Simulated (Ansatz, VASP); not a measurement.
# LiSiP in two plane-wave programs

One calculation is typed for both programs; each brings its own data sets and cutoff. How far apart do they land? The cell is generated by rule, not measured, and may not be a known phase. The cell is taken from a series of VASP runs on this material, whose earlier steps may have relaxed, scaled or displaced it; both programs get it as it stands.

Method: plane waves, with VASP 6.6.1 beside it; relaxation of cell and atoms at PBE, in Ansatz 0.2.0.

## (1) The starting structure

The structure is orthorhombic, space group Cmmm (No. 65). The conventional cell has a = 4.779 Å, b = 4.807 Å, c = 4.998 Å, α = 90.00°, β = 90.00°, γ = 90.00°. Nearest to Li lie 2 Si at 2.50 Å. Nearest to Si lie 4 P at 2.39 to 2.40 Å and 2 Li at 2.50 Å. Nearest to P lie 4 Si at 2.39 to 2.40 Å. Farther neighbours are not listed.

As a file:

```xyz
3
Lattice="2.4037 -2.3895 0.0000 2.4037 2.3895 0.0000 0.0000 0.0000 4.9984" Properties=species:S:1:pos:R:3 pbc="T T T"
Li    2.4037    0.0000    2.4992
Si    2.4037    0.0000    0.0000
P     0.0000    0.0000    0.0000
```

## (2) VASP: relaxation of cell and atoms, PBE

The relaxed volume is the usual yardstick between codes: its relative difference is about their pressure difference at one cell divided by the bulk modulus.

Lines of VASP's logs that name or quote its potential files are left out, and so is its time.

File INCAR:

```
SYSTEM = LiSiP
PREC = Accurate
ENCUT = 650
EDIFF = 1E-06
NELM = 100
ISMEAR = -1
SIGMA = 0.05
LREAL = .FALSE.
ALGO = Normal
GGA = PE
LORBIT = 11
LWAVE = .FALSE.
LCHARG = .FALSE.
IBRION = 2
NSW = 60
ISIF = 3
EDIFFG = -0.01
```

File POSCAR:

```
LiSiP
1.0
    2.4036855295     -2.3895485927      0.0000000000
    2.4036855295      2.3895485927      0.0000000000
    0.0000000000      0.0000000000      4.9984163395
Li Si P
1 1 1
Direct
    0.5000000000      0.5000000000      0.5000000000
    0.5000000000      0.5000000000      0.0000000000
    0.0000000000      0.0000000000      0.0000000000
```

File KPOINTS:

```
Automatic mesh
0
Gamma
7 7 5
0 0 0
```

Potentials, in the order of the species: Li_sv, Si and P (PBE family, release 64).

The run is started by

```
mpirun -np 1 vasp_std
```

Numbers of over 12 decimals in the logs are rounded to 6 here.

Log:

```text
[banner, memory and clock lines left out]
running    1 mpi-ranks, on    1 nodes
 distrk:  each k-point on    1 cores,    1 groups
 distr:  one band on    1 cores,    1 groups

 POSCAR found type information on POSCAR LiSiP
 POSCAR found :  3 types and       3 ions
 LDA part: xc-table for (Slater+PW92), standard interpolation
 POSCAR, INCAR and KPOINTS ok, starting setup
 FFT: planning ... GRIDC
 FFT: planning ... GRID_SOFT
 FFT: planning ... GRID
 WAVECAR not read
 entering main loop
       N       E                     dE             d eps       ncg     rms          rms(c)
DAV:   1     0.321979889703E+02    0.32198E+02   -0.58871E+03   960   0.125E+03
DAV:   2    -0.874447073184E+01   -0.40942E+02   -0.39171E+02  1286   0.174E+02
DAV:   3    -0.123533284509E+02   -0.36089E+01   -0.35908E+01  1584   0.410E+01
DAV:   4    -0.125488529654E+02   -0.19552E+00   -0.19527E+00  1438   0.892E+00
DAV:   5    -0.125545686437E+02   -0.57157E-02   -0.57129E-02  1342   0.153E+00    0.514E+00
DAV:   6    -0.123784119928E+02    0.17616E+00   -0.20696E-01  1152   0.206E+00    0.306E+00
DAV:   7    -0.123286018233E+02    0.49810E-01   -0.30189E-01  1242   0.250E+00    0.398E-01
DAV:   8    -0.123311560081E+02   -0.25542E-02   -0.41169E-02  1066   0.114E+00    0.162E-01
DAV:   9    -0.123300023818E+02    0.11536E-02   -0.83468E-03  1094   0.467E-01    0.168E-01
DAV:  10    -0.123304685605E+02   -0.46618E-03   -0.19839E-03  1116   0.252E-01    0.561E-02
DAV:  11    -0.123303972221E+02    0.71338E-04   -0.35688E-04  1110   0.120E-01    0.225E-02
DAV:  12    -0.123303865052E+02    0.10717E-04   -0.71325E-05  1446   0.438E-02    0.682E-03
DAV:  13    -0.123303880992E+02   -0.15940E-05   -0.84048E-06  1218   0.188E-02    0.526E-03
DAV:  14    -0.123303879732E+02    0.12598E-06   -0.59272E-07   632   0.570E-03
   1 F= -.12330388E+02 E0= -.12324427E+02  d E =-.123304E+02
[...]
2 F= -.12331438E+02 E0= -.12325469E+02  d E =-.104969E-02
[...]
3 F= -.12331452E+02 E0= -.12325499E+02  d E =-.106449E-02
 curvature:  -0.57 expect dE=-0.210E-04 dE for cont linesearch -0.208E-09
 trial: gam= 0.01916 g(F)=  0.773E-61 g(S)=  0.371E-04 ort = 0.834E-06 (trialstep = 0.103E+01)
 search vector abs. value=  0.378E-04
 bond charge predicted
       N       E                     dE             d eps       ncg     rms          rms(c)
DAV:   1    -0.123315071694E+02   -0.54594E-04   -0.14777E-03  1032   0.332E-01    0.284E-02
DAV:   2    -0.123314911429E+02    0.16026E-04   -0.63908E-05  1118   0.630E-02    0.156E-02
DAV:   3    -0.123314841588E+02    0.69841E-05   -0.19095E-05  1144   0.258E-02    0.378E-03
DAV:   4    -0.123314838547E+02    0.30412E-06   -0.16795E-06   716   0.897E-03
   4 F= -.12331484E+02 E0= -.12325530E+02  d E =-.313905E-04
 trial-energy change:   -0.000031  1 .order   -0.000031   -0.000038   -0.000025
 step:   2.9573(harm=  2.9573)  dis= 0.00000  next Energy=   -12.331507 (dE=-0.548E-04)
 reached required accuracy - stopping structural energy minimisation
```

OUTCAR, selected parts (step 2):

```text
ion  position               nearest neighbor table
   1  0.500  0.500  0.500-   2 2.50   2 2.50
   2  0.500  0.500  0.000-   3 2.39   3 2.39   3 2.40   3 2.40   1 2.50   1 2.50
   3  0.000  0.000  0.000-   2 2.39   2 2.39   2 2.40   2 2.40

  LATTYP: Found a base centered orthorhombic cell.
 ALAT       =     4.7790971854
 B/A-ratio  =     1.0059161537
 C/A-ratio  =     1.0458913359

 Subroutine GETGRP returns: Found  8 space group operations
 (whereof  8 operations were pure point group operations)

The static configuration has the point symmetry D_2h.

 Found     48 irreducible k-points:

   k-points           NKPTS =     48   k-points in BZ     NKDIM =     48   number of bands    NBANDS=     10

   dimension x,y,z NGX =    28 NGY =   28 NGZ =   42
   dimension x,y,z NGXF=    56 NGYF=   56 NGZF=   84

   ENCUT  =  650.0 eV  47.77 Ry    6.91 a.u.   7.05  7.05 10.39*2*pi/ulx,y,z

   NELECT =      12.0000    total number of electrons

 k-points in reciprocal lattice and weights: Automatic mesh
   0.00000000  0.00000000  0.00000000       0.004
   0.14285714  0.00000000  0.00000000       0.016
   0.28571429  0.00000000  0.00000000       0.016
   0.42857143  0.00000000  0.00000000       0.016
   0.14285714  0.14285714  0.00000000       0.008
   0.28571429  0.14285714  0.00000000       0.016
   0.42857143  0.14285714  0.00000000       0.016
  -0.42857143  0.14285714  0.00000000       0.016
  -0.28571429  0.14285714  0.00000000       0.016
[...]
0.42857143  0.42857143  0.40000000       0.016
  -0.42857143  0.42857143  0.40000000       0.016

 average (electrostatic) potential at core
       1 -61.7669       2 -84.8475       3 -84.2374

 E-fermi :   4.4253

 k-point     1 :       0.0000    0.0000    0.0000
  band No.  band energies     occupation
    ...
      2      -8.6948      2.00000
      3       0.0210      2.00000
      4       2.0933      2.00000
      5       2.1372      2.00000
      6       2.9604      2.00000
      7       4.7095      0.00677
      8       7.3321      0.00000
      9       8.1027      0.00000
     10      12.8441      0.00000

 k-point     2 :       0.1429    0.0000    0.0000
  band No.  band energies     occupation
    ...
      2      -8.4590      2.00000
      3       0.0081      2.00000
      4       0.2554      2.00000
      5       2.3308      2.00000
      6       4.1353      1.99396
      7       5.1627      0.00000
      8       7.2680      0.00000
      9       8.6150      0.00000
     10      10.6004      0.00000

 k-point     3 :       0.2857    0.0000    0.0000
  band No.  band energies     occupation
      1     -42.6745      2.00000
      2      -7.7702      2.00000
      3      -2.3908      2.00000
      4       0.9534      2.00000
      5       2.9582      2.00000
      6       4.9481      0.00006
      7       5.4934      0.00000
      8       6.0553      0.00000
      9       8.1857      0.00000
     10       9.3351      0.00000

  Total       -0.0279738      0.0163057      0.0033922      0.0000000      0.0000000      0.0000000
  in kB       -0.7740772      0.4512026      0.0938681      0.0000000      0.0000000      0.0000000
  external PRESSURE =      -0.0763355 kB  Pullay stress =       0.0000000 kB

  energy-cutoff  :      650.00
  volume of cell :       57.90
      direct lattice vectors                 reciprocal lattice vectors
     2.409914471 -2.403671304  0.000000000     0.207476243 -0.208015131  0.000000000
     2.409914471  2.403671304  0.000000000     0.207476243  0.208015131  0.000000000
     0.000000000  0.000000000  4.997717418     0.000000000  0.000000000  0.200091345

 POSITION                                       TOTAL-FORCE (eV/Angst)
 -----------------------------------------------------------------------------------
      2.40991      0.00000      2.49886         0.000000      0.000000      0.000000
      2.40991      0.00000      0.00000         0.000000      0.000000      0.000000
      4.81983      0.00000      0.00000        -0.000000     -0.000000      0.000000
 -----------------------------------------------------------------------------------
    total drift:                                0.000000      0.000000     -0.000000

  FREE ENERGIE OF THE ION-ELECTRON SYSTEM (eV)
  ---------------------------------------------------
  free  energy   TOTEN  =       -12.3314838547 eV

  energy  without entropy=      -12.3195770433  energy(sigma->0) =      -12.32553045

 reached required accuracy - stopping structural energy minimisation

 total charge
# of ion       s       p       d       tot
------------------------------------------
    1        2.020   0.045   0.000   2.065
    2        0.803   0.816   0.000   1.619
    3        1.058   1.391   0.000   2.449
--------------------------------------------------
tot          3.882   2.252   0.000   6.133

[... 3 further parts left out ...]
```

CONTCAR:

```
LiSiP
   1.00000000000000
     2.4099144713588334   -2.4036713035325845    0.0000000000000000
     2.4099144713588334    2.4036713035325845    0.0000000000000000
     0.0000000000000000    0.0000000000000000    4.9977174181491755
  Li              Si              P
     1     1     1
Direct
     0.5000000000000000    0.5000000000000000    0.5000000000000000
     0.5000000000000000    0.5000000000000000    0.0000000000000000
     1.0000000000000000    1.0000000000000000    0.0000000000000000
```

The run keeps the 8 symmetry operations of its start, so it cannot find a distortion of lower symmetry.

## (3) Ansatz: relaxation of cell and atoms, PBE

Ansatz runs on its default PAW (the set named soft_2) files.

The same cell, functional, mesh and smearing now go to Ansatz, which takes its cutoff from its data sets.

File input.yaml:

```yaml
crystal:
  lattice:
    - [2.4036855295, -2.3895485927, 0.0]
    - [2.4036855295, 2.3895485927, 0.0]
    - [0.0, 0.0, 4.9984163395]
  atoms:
    - { symbol: Li, position: [0.5, 0.5, 0.5] }
    - { symbol: Si, position: [0.5, 0.5, 0.0] }
    - { symbol: P, position: [0.0, 0.0, 0.0] }
hamiltonian:
  xc: pbe
  pseudopotentials: { kind: paw }
kpoints:
  mp_grid: { grid: [7, 7, 5] }
scf:
  occupations: { method: fermi_dirac, width: 0.05 }
relax:
  f_tol: 0.01
  max_steps: 60
  cell: { stress_tol: 0.05 }
output:
  forces: true
  stress: true
```

The run is started by

```
ansatz run input.yaml --threads 4 --pin off --max-ram 9216MiB --backend cpu --events-out ev --progress --plain --runs-dir out
```

Log:

```text
Engine: ansatz 0.2.0, aarch64-unknown-linux-gnu
Pseudopotentials: kind: paw
Pseudopotential: Li, paw, valence charge 3, recommended cutoff 420 eV (normal), Li.paw.azcp
Pseudopotential: Si, paw, valence charge 4, recommended cutoff 420 eV (normal), Si.paw.azcp
Pseudopotential: P, paw, valence charge 5, recommended cutoff 420 eV (normal), P.paw.azcp
Functional definition: PBE
  parameter kappa = 0.804
  parameter beta = 0.066725
  exchange = pbe_x(kappa = kappa, mu = beta*pi^2/3)
  correlation = pbe_c(beta = beta)
Crystal: 3 atoms, lattice volume = 57.419 Å³
Basis set: ecut = 420 eV, 1107 PW (Γ), exchange–correlation on 48×48×72 points (8 copies of the dense FFT grid, shifted against one another)
Bands: 10, of which v1, the nominal top of the filled ones, is band 6 counted from 1 (5 counted from 0)
Symmetry: 8 space group operations
Space group: Cmmm (ITA 65), of the structure as read, at distance tolerance 3.9e-5 Å
k-points: 48 of 245
Non-local potential: Li, projectors of the file, l = 0: 3, l = 1: 2, l = 2: 1
Non-local potential: Si, projectors of the file, l = 0: 2, l = 1: 2, l = 2: 2
Non-local potential: P, projectors of the file, l = 0: 2, l = 1: 2, l = 2: 2
PAW form: soft (Blöchl's): semilocal exchange-correlation on the pseudo side does not see the compensation charge
PAW one-centre angular grid: Li, 110 points (default); XC on 64 Gauss nodes
PAW one-centre angular grid: Si, 110 points (default); XC on 64 Gauss nodes
PAW one-centre angular grid: P, 110 points (default); XC on 64 Gauss nodes
Initial density: superposition of atomic densities (neutral atoms: chi_scale 0, normalization atom), corrected by the library's trained network
Initial wavefunctions: pseudopotential atomic-orbital guess
Functional: x = pbe(κ = 0.804, μ = 0.219515), c = pbe(β = 0.066725)
SCF iter   1: F=—  HF=-1595.814918 eV  |F-HF|=—  |Δ(HF+E_count)|=         —  Δρ=3.04e-3  dr2=1.94e-2  ethr=1.77e-3  ⟨swp⟩=6.3  Hψ=3827  notcnv=0
preconditioner: auto → none  [metal: Δε(μ)=0.006 eV  Ē_g=8.478 eV  σ=0.050 eV  W_gap=0.03  n_scr=6 (ndim 8)  ℏωp=15.5 eV  f_vac=0.000  D(μ)=1.31/eV (n_scr^D=6)  sad-step TF]
SCF iter   2: F=—  HF=-1595.811609 eV  |F-HF|=—  |Δ(HF+E_count)|=   3.31e-3  Δρ=1.90e-3  dr2=9.33e-3  ethr=1.62e-4  ⟨swp⟩=1.8  Hψ=946  notcnv=0
SCF iter   3: F=—  HF=-1595.809958 eV  |F-HF|=—  |Δ(HF+E_count)|=   1.65e-3  Δρ=1.29e-3  dr2=1.99e-3  ethr=7.77e-5  ⟨swp⟩=2.4  Hψ=876  notcnv=0
SCF iter   4: F=—  HF=-1595.809516 eV  |F-HF|=—  |Δ(HF+E_count)|=   4.42e-4  Δρ=2.82e-4  dr2=8.51e-5  ethr=1.66e-5  ⟨swp⟩=2.2  Hψ=685  notcnv=0
SCF iter   5: F=—  HF=-1595.809570 eV  |F-HF|=—  |Δ(HF+E_count)|=   5.40e-5  Δρ=4.37e-5  dr2=2.07e-6  ethr=7.09e-7  ⟨swp⟩=2.5  Hψ=731  notcnv=0
SCF iter   6: F=—  HF=-1595.809571 eV  |F-HF|=—  |Δ(HF+E_count)|=   4.36e-7  Δρ=1.41e-5  dr2=1.10e-7  ethr=1.73e-8  ⟨swp⟩=2.5  Hψ=731  notcnv=0
SCF iter   7: F=-1595.809571 eV  HF=-1595.809571 eV  |F-HF|=3.41e-11  |Δ(HF+E_count)|=   7.55e-8  Δρ=1.54e-6  dr2=1.90e-9  ethr=8.33e-10  ⟨swp⟩=5.0  Hψ=1639  notcnv=0
SCF 1 converged in 7 iterations: F = -1595.809571 eV  dr2 = 1.90e-9
  greatest PAW one-centre occupation: 1.000 electrons in one spin orbital (limit 2), on the Li atom at site 0 (counted from 0), in its partial waves of l = 0
relax step   1: F+E_penalty+E_count = -1595.80957070 eV  Δ(F+E_penalty+E_count) = +0.000e0 eV  max|allowed force component| = 2.126e-30 eV/Å  Δτ_max = 0.0000 Å  P = +0.505 GPa  Ω = 57.419 Å³  (7 SCF iters, dr2 threshold 1.00e-7 eV, accepted)
[...]
relax step   2: F+E_penalty+E_count = -1595.81055044 eV  Δ(F+E_penalty+E_count) = -9.797e-4 eV  max|allowed force component| = 6.574e-32 eV/Å  Δτ_max = 0.0000 Å  P = +0.277 GPa  Ω = 57.669 Å³  energy of the carried Pulay correction = -2.108e-5 eV  (4 SCF iters, dr2 threshold 3.00e-7 eV, accepted)
[...]
relax step   3: F+E_penalty+E_count = -1595.81097238 eV  Δ(F+E_penalty+E_count) = -4.219e-4 eV  max|allowed force component| = 1.085e-30 eV/Å  Δτ_max = 0.0000 Å  P = -0.002 GPa  Ω = 57.990 Å³  energy of the carried Pulay correction = -4.811e-5 eV  (4 SCF iters, dr2 threshold 3.00e-7 eV, accepted)
[...]
relax step   4: F+E_penalty+E_count = -1595.81100314 eV  Δ(F+E_penalty+E_count) = -3.077e-5 eV  max|allowed force component| = 1.085e-30 eV/Å  Δτ_max = 0.0000 Å  P = -0.001 GPa  Ω = 57.988 Å³  energy of the carried Pulay correction = -4.789e-5 eV  (5 SCF iters, dr2 threshold 1.14e-8 eV, accepted)
[...]
relax step   5: F+E_penalty+E_count = -1595.81105392 eV  Δ(F+E_penalty+E_count) = -5.077e-5 eV  max|allowed force component| = 1.019e-30 eV/Å  Δτ_max = 0.0000 Å  P = +0.001 GPa  Ω = 57.988 Å³  stress off target by 2.04e-2 GPa  SCF on the basis re-selected at this cell (its energy is not comparable with the rows above)  (5 SCF iters)
basis re-selected at this cell: Δ(F+E_penalty+E_count) = -5.077e-5 eV, ΔP = +0.002 GPa vs the last step (what re-selecting the basis moved, of the pressure what is left beyond the Pulay correction that the steps carried, after the strain that the cell walked since its last selection, with what the two solves' SCF thresholds leave and, on support functions, any second-order correction that the steps lacked; it is no m [...]
SCF converged after 5 iterations
Free energy (F): -1595.811054 eV
Harris-Foulkes:  -1595.811054 eV  (|F-HF|=2.27e-12)
Internal energy: -1595.799169 eV  (E = F + TS)
E sigma→0 (E₀):  -1595.805112 eV
Entropy (-TS):   -0.011885 eV (-3.962 meV/atom)
Fermi energy:    5.029937 eV
--- Per-component energies (eV) ---
  E_band       = -85.073337
  E_kinetic    = 132.175967
  E_local      = -260.064117  (includes V_loc(G=0)·N_el)
  E_nonlocal   = 26.136658
  E_hartree    = 80.120195
  E_xc         = -127.324019
  E_vxc        = -121.241092  (∫ρ·V_xc dr)
  E_paw        = -1102.702795  (= ΣΔE_a)
  E_vpaw       = -22.321178  (= ΣTr[D̂ρ^β])
  E_aug_tail   = 0.000018  (compensation charges beyond the density's cutoff)
  E_ewald      = -344.141076
  E_smearing   = -0.011885  (= −TS)
  E_closure    = -0.000000  (closes the sum)
  Σ components = -1595.811054   (vs F -1595.811054, Δ=0.00e0)
--- Forces (eV/Å), atoms counted from 1 ---
  atom   1  Li    -0.00000000     0.00000000     0.00000000
  atom   2  Si    -0.00000000    -0.00000000     0.00000000
  atom   3  P      0.00000000     0.00000000     0.00000000
  max |Σ_I F_I| component: 1.68e-30 eV/Å
--- Stress (GPa, compression-positive) ---
       -0.019301       0.000000       0.000000
        0.000000       0.020446      -0.000000
        0.000000      -0.000000       0.001944
  P = ⅓ Tr σ = 0.0010 GPa (0.010 kbar)
--- Relaxed structure (4 steps of the walk, 4 accepted, 1 SCFs on fresh bases) ---
  F+E_penalty+E_count = -1595.81105392 eV   max|allowed force component| = 1.019e-30 eV/Å   (the final SCF, on the basis selected at the relaxed cell)
  cell:  # Å, volume = 57.9877 Å³
    - [2.409292, -2.407143, 0]
    - [2.409292, 2.407143, 0]
    - [0, 0, 4.999362]
  atoms:
    - { symbol: Li, position: [0.5, 0.5, 0.5] }
    - { symbol: Si, position: [0.5, 0.5, 0.0] }
    - { symbol: P, position: [0, 0, 0.0] }
```

It took 4.5 s on 4 threads of Arm Neoverse N1, shared host; peak memory 0.35 GiB.

## (4) Comparison

Known differences besides the potentials themselves: both relaxations stop at a tolerance, which leaves soft axes loose, and VASP keeps its plane-wave basis; the cutoff is 420 eV in Ansatz and 650 eV in VASP; VASP leaves aspherical gradient terms in its spheres out (LASPH is not set), Ansatz keeps them; Ansatz adds a Pulay correction to the stress that steers its cell, VASP none. Total energies have different zeros and are not compared.

Both answers:

```csv
quantity,Ansatz,VASP,difference
volume (Å³),57.99,57.90,+0.15 %
"edge a after relaxation, in the typed setting (Å)",3.406,3.404,+0.06 %
"edge c after relaxation, in the typed setting (Å)",4.999,4.998,+0.03 %
```

The walks stopped with 0.00 GPa left in Ansatz and -0.01 GPa in VASP; each walk ends within a tolerance, so the volume difference is uncertain by about these residues over the bulk modulus, most in soft cells. Found at a tolerance of 0.01 Å, the end structures differ in symmetry: P4/mmm in Ansatz, Cmmm in VASP; the atoms lie within 0.05 Å of each other, which can come from where the walks stopped or from unlike electronic states.

## (5) What came out

| Quantity | Value |
| --- | --- |
| difference in volume (relaxation of cell and atoms, PBE) | 0.15 % |

**Reading.** The difference in volume is 0.15 % (relaxation of cell and atoms, PBE), within the 1.2 % picked in this series as the mark of a large difference, as far as the stopping tolerances let one tell. How closely two codes agree says nothing of how well the functional describes the real material.

[Lines on the potential files, build, host, timing and source positions are cut from VASP's logs without a mark.]

[Logs are printed without paths, hosts, clocks, repeated set-up lines and the standing remarks that a program may print on its own settings, such as how far it seeks lower states.]

[Hosts, paths, dates, database ids (printed as entryN), source tags and the programs' standing remarks are cut or masked in the printed files.]
